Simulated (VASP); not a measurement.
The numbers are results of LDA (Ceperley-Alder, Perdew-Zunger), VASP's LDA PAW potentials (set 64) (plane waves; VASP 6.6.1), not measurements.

A VASP calculation is set up with these files.

### KPOINTS
```
kpoints
0
Gamma
  11 11 11
0 0 0
```

### POSCAR
```
AlFe
1.0
  2.9075420000   0.0000000000   0.0000000000
  0.0000000000   2.9075420000   0.0000000000
  0.0000000000   0.0000000000   2.9075420000
Al Fe
1 1
Cart
  0.0000000000   0.0000000000   0.0000000000
  1.4537710000   1.4537710000   1.4537710000
```

### INCAR
```
! general
SYSTEM =AlFe
PREC   =Accurate
ENCUT  =300
LREAL  =.False.
LASPH  =.True.

! electronic loop
EDIFF  =1E-6
NELM   =100
ALGO   =Normal
LMAXMIX=4

! smearing
ISMEAR =0
SIGMA  =0.1

! spin
ISPIN  =2

! ions
ISIF   =2

! output
LWAVE  =.False.
LCHARG =.False.
LORBIT =11
```

POTCAR, in this order: Al Fe (LDA.64 set). Program: vasp_std. The INCAR's line for the spin-polarised start is left out here.

At this cut-off the stress carries a Pulay error, which pulls relaxed volumes low. The run has a spin-polarised start.

Task: What does the run give for the energy per atom (σ→0), cell moment, pressure, band gap (on the k-mesh)?

Result: 
```
Quantity                                                     Value
------------------------  ----------------------------------------
energy per atom (σ→0)                               -7.102 eV/atom
cell moment                                                0.68 μB
band gap (on the k-mesh)  none (metal, semimetal or under 0.01 eV)
pressure                                               -157.6 kbar
```

### OSZICAR
```
...
DAV:   8    -0.142255177383E+02   -0.19421E-02   -0.33307E-01  2856   0.567E+00    0.185E+00
DAV:   9    -0.142141899750E+02    0.11328E-01   -0.29258E-02  3080   0.190E+00    0.118E+00
DAV:  10    -0.142101885655E+02    0.40014E-02   -0.18796E-03  2872   0.390E-01    0.366E-01
DAV:  11    -0.142096697543E+02    0.51881E-03   -0.14946E-03  2933   0.451E-01    0.944E-02
DAV:  12    -0.142096643379E+02    0.54164E-05   -0.49776E-05  3228   0.787E-02    0.490E-02
DAV:  13    -0.142096596847E+02    0.46533E-05   -0.27128E-06  2328   0.207E-02    0.197E-02
DAV:  14    -0.142096587646E+02    0.92006E-06   -0.14549E-06  1409   0.147E-02
   1 F= -.14209659E+02 E0= -.14203865E+02  d E =-.115866E-01  mag=     0.6836
```

The structure comes from a computed database's AlFe entry; how it stands against other phases isn't given here. The cell was not relaxed at this level. The run is one of a series of settings (GGA removed, POTCAR Al Fe (LDA.64 set) against the base run), some of them coarse on purpose.
